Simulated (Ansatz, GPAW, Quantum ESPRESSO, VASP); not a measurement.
# Code comparison for KZnF₃ (Pm-3m, 5 atoms in the cell)

Self-consistent single point.

```
KZnF3
1.0
    3.99370     0.00000     0.00000
    0.00000     3.99370     0.00000
    0.00000     0.00000     3.99370
K Zn F
1 1 3
Cartesian
  0.00000   0.00000   0.00000
  1.99685   1.99685   1.99685
  1.99685   0.00000   1.99685
  0.00000   1.99685   1.99685
  1.99685   1.99685   0.00000
```

All programs got the same cell, k-point mesh and kind of occupations (in Ansatz's words: kpoints.mp_grid.grid = 4 4 4; scf.occupations.method = fermi_dirac; scf.occupations.width = 0.0007 Ry); potentials, basis and cutoffs are each program's usual ones.

```json
[
 {"code": "Quantum ESPRESSO", "model": "PBE, SSSP 1.1.2 efficiency (PBE) pseudopotentials", "pressure (GPa)": "8.63", "gap on the mesh (eV)": "3.970", "cutoff": "50 Ry"},
 {"code": "Ansatz", "model": "PBE, default PAW files", "pressure (GPa)": "8.08", "gap on the mesh (eV)": "3.975", "cutoff": "default"},
 {"code": "VASP", "model": "PBE, VASP's PBE PAW potentials (set 64)", "pressure (GPa)": "0.82", "gap on the mesh (eV)": "3.908", "cutoff": "400 eV"},
 {"code": "GPAW", "model": "PBE, GPAW PAW datasets PBE (gpaw-data 1.0.1)", "pressure (GPa)": "–", "gap on the mesh (eV)": "3.925", "cutoff": "900 eV"}
]
```

A dash marks a value that a program does not give, or that is left out as unsure.

Gaps are read on the mesh.

The spread over the programs that give each value: pressure within 7.81 GPa; gap on the mesh within 0.067 eV.

The starting cell has typed, rounded lattice constants, without a prior relaxation at this level. Its lattice was rescaled by a random factor within 2.5 % of one. On Ansatz's run: In the base run, with a pressure of about 9 GPa the cell is away from its equilibrium volume at this level.

Question: Why do the programs differ, and what cannot be compared?

Answer: Differences of this kind can come from the potentials, where these differ, and from what each basis and cutoff leave unconverged. The valence holds different numbers of electrons (Quantum ESPRESSO 50, Ansatz (a quantum-chemistry and plane-wave program) 42, VASP 42, GPAW 42). The zero of total energies and Fermi levels follows the potentials and each program's conventions, so they are not compared here. Ansatz's pressure is given at a fixed set of plane waves, as the other plane-wave codes print theirs; with its correction for the finite basis it is 8.73 GPa (the shift of 0.65 GPa shows how far the cutoff is from converged). Ansatz's smearing width was typed in Ry to four decimals, so it matches the others to a few per cent. The pressure of GPAW is left out: its cutoff lies under the one at which its stress was checked. In the pressure, VASP (by 7.26) lies more than 1 GPa from the median of the plane-wave programs.

VASP's run is marked for a possible Pulay error in its stress at this cutoff; no cutoff test was made.

Left out of this page: ABINIT, CP2K, FLEUR and SIESTA (not drawn, or without a comparable value); Elk (unsound by tests on forces, stress, charge or solver warnings).

Keys are those of Ansatz 0.2.
